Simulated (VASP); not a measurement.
Consider the following.

```xyz
4
Lattice="2.4602 0.0000 0.0000 -1.2301 2.1306 0.0000 0.0000 0.0000 7.0463" Properties=species:S:1:pos:R:3 pbc="T T T"
C      0.0000     0.0000     1.7616
C      0.0000     0.0000     5.2847
C      0.0000     1.4204     1.7616
C      1.2301     0.7102     5.2847
```

Method: PBEsol GGA, VASP's PBE PAW potentials (set 64) (plane waves; VASP 6.6.1). Numerical set-up: 520 eV cut-off, 11×11×4 Γ-centred mesh, tetrahedra with Blöchl corrections, potentials C.

Without a dispersion term in the relaxation, distances and binding between the weakly bound layers, chains or molecules are unreliable, and so is what depends on them.

Question: Estimate the energy per atom (σ→0).

Answer: 
energy per atom (σ→0): -9.645 eV/atom

Only differences to runs with the same potentials and settings are physical.

The structure comes from a measured C entry (P6_3/mmc) of the Crystallography Open Database, whose conditions weren't checked. It was relaxed first.
